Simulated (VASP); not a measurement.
Method: PBEsol GGA with spin-orbit coupling, VASP's PBE PAW potentials (set 64) (plane waves; VASP).

Input for VASP

### KPOINTS_OPT
```
k-points along high-symmetry lines
16
Line-mode
Reciprocal
  0.000000   0.000000   0.000000 ! GAMMA
  0.500000   0.000000   0.000000 ! M

  0.500000   0.000000   0.000000 ! M
  0.333333   0.333333   0.000000 ! K

  0.333333   0.333333   0.000000 ! K
  0.000000   0.000000   0.000000 ! GAMMA
```

INCAR:
```
SYSTEM=Bi2Se3
LCHARG=.False.
MAGMOM=15*0
LSORBIT=.True.
LMAXMIX=4
SIGMA=0.05   ! width (eV)
LWAVE=.False.
ENCUT=400   ! plane-wave cut-off (eV)
LREAL=.False.   ! projection in real space or not
LASPH=.True.
PREC=Accurate
GGA_COMPAT=.False.
EDIFF=1E-6
GGA=PS
ISMEAR=0   ! Gaussian
NELM=100
ALGO=Normal   ! blocked Davidson
```

File POSCAR:
```
Bi2Se3
1
    4.1036495665     0.0000000000     0.0000000000
   -2.0518247832     3.5538651311     0.0000000000
   -0.0000000000    -0.0000000000    22.9269953504
Bi Se
2 3
Direct
  0.3333330000   0.6666670000   0.4161971454
  0.0000000000   0.0000000000   0.5838028546
  0.0000000000   1.0000000000   0.3477289622
  0.6666670000   0.3333330000   0.5000000000
  0.3333330000   0.6666670000   0.6522710378
```

File KPOINTS:
```
Automatic mesh
0
G
6 6 1
```

POTCAR, in this order: Bi_d Se (PBE.64 set). Program: vasp_ncl.

The resulting files:

OSZICAR:
```
       N       E                     dE             d eps       ncg     rms          rms(c)
DAV:   1     0.416347553860E+03    0.41635E+03   -0.18993E+04   976   0.120E+03
DAV:   2     0.264018021090E+02   -0.38995E+03   -0.38234E+03   936   0.327E+02
DAV:   3    -0.217353685772E+02   -0.48137E+02   -0.46998E+02   976   0.138E+02
DAV:   4    -0.237539261285E+02   -0.20186E+01   -0.19969E+01   936   0.311E+01
DAV:   5    -0.238592183374E+02   -0.10529E+00   -0.10518E+00  1048   0.630E+00    0.473E+00
DAV:   6    -0.232695709619E+02    0.58965E+00   -0.13033E+00  1000   0.713E+00    0.292E+00
DAV:   7    -0.232599149299E+02    0.96560E-02   -0.38341E-01   888   0.290E+00    0.141E+00
DAV:   8    -0.232670358109E+02   -0.71209E-02   -0.87920E-02  1032   0.145E+00    0.584E-01
DAV:   9    -0.232639338001E+02    0.31020E-02   -0.98001E-03  1032   0.689E-01    0.228E-01
DAV:  10    -0.232642873575E+02   -0.35356E-03   -0.61846E-03   896   0.350E-01    0.746E-02
DAV:  11    -0.232642568351E+02    0.30522E-04   -0.28734E-04  1024   0.134E-01    0.345E-02
DAV:  12    -0.232642877769E+02   -0.30942E-04   -0.17909E-04   896   0.694E-02    0.179E-02
DAV:  13    -0.232643111587E+02   -0.23382E-04   -0.26897E-05   808   0.293E-02    0.587E-03
DAV:  14    -0.232643204934E+02   -0.93346E-05   -0.42651E-06   904   0.130E-02    0.349E-03
DAV:  15    -0.232643361759E+02   -0.15683E-04   -0.16022E-06   696   0.643E-03    0.186E-03
DAV:  16    -0.232643561879E+02   -0.20012E-04   -0.89817E-07   600   0.389E-03    0.182E-03
DAV:  17    -0.232643685231E+02   -0.12335E-04   -0.31740E-07   520   0.267E-03    0.947E-04
DAV:  18    -0.232643833811E+02   -0.14858E-04   -0.12447E-06   592   0.298E-03    0.902E-04
DAV:  19    -0.232643862390E+02   -0.28579E-05   -0.66320E-08   512   0.139E-03    0.839E-04
DAV:  20    -0.232643906463E+02   -0.44072E-05   -0.11776E-07   512   0.145E-03    0.377E-04
DAV:  21    -0.232643915725E+02   -0.92618E-06   -0.32738E-08   464   0.928E-04
   1 F= -.23264392E+02 E0= -.23264392E+02  d E =-.481486E-12  mag=     0.0000     0.0000    -0.0000
       N       E                     dE             ncg
       N       E                     dE             ncg
       N       E                     dE             ncg
       N       E                     dE             ncg
       N       E                     dE             ncg
       N       E                     dE             ncg
       N       E                     dE             ncg
```

### OUTCAR
```
------------------------ aborting loop because EDIFF is reached ----------------------------------------
  FORCE on cell =-STRESS in cart. coord.  units (eV):
  Direction    XX          YY          ZZ          XY          YZ          ZX
  --------------------------------------------------------------------------------------
  Total        0.4022283      0.4022284      0.3867718      0.0000000      0.0000000      0.0000000
  in kB        1.9273688      1.9273692      1.8533054      0.0000000      0.0000000      0.0000000
  external PRESSURE =       1.9026811 kB  Pullay stress =       0.0000000 kB
  volume of cell :      334.36
      direct lattice vectors                 reciprocal lattice vectors
     4.103649566  0.000000000  0.000000000     0.243685525  0.140691889  0.000000000
    -2.051824783  3.553865131  0.000000000     0.000000000  0.281383779  0.000000000
     0.000000000  0.000000000 22.926995350     0.000000000  0.000000000  0.043616705
 POSITION                                       TOTAL-FORCE (eV/Angst)
 -----------------------------------------------------------------------------------
     -0.00000      2.36924      9.54215         0.000000      0.000000      0.045520
      0.00000      0.00000     13.38485        -0.000000     -0.000000     -0.045520
      0.00000      0.00000      7.97238         0.000000     -0.000000     -0.090634
      2.05183      1.18462     11.46350         0.000000      0.000000     -0.000000
     -0.00000      2.36924     14.95462        -0.000000      0.000000      0.090634
 -----------------------------------------------------------------------------------
    total drift:                                0.002127     -0.001228      0.000958
  FREE ENERGIE OF THE ION-ELECTRON SYSTEM (eV)
  ---------------------------------------------------
  free  energy   TOTEN  =       -23.2643915725 eV

  energy  without entropy=      -23.2643915725  energy(sigma->0) =      -23.26439157

 Ion:    1  E_soc:     -1.3103786

 Ion:    2  E_soc:     -1.3103786

 Ion:    3  E_soc:     -0.0523894

 Ion:    4  E_soc:     -0.0413552

 Ion:    5  E_soc:     -0.0523894
```
(Selected blocks of OUTCAR.)

The cell holds a wide vacuum, so values per volume refer to the whole cell.

The cell is a sheet with vacuum, built from a generated structure.
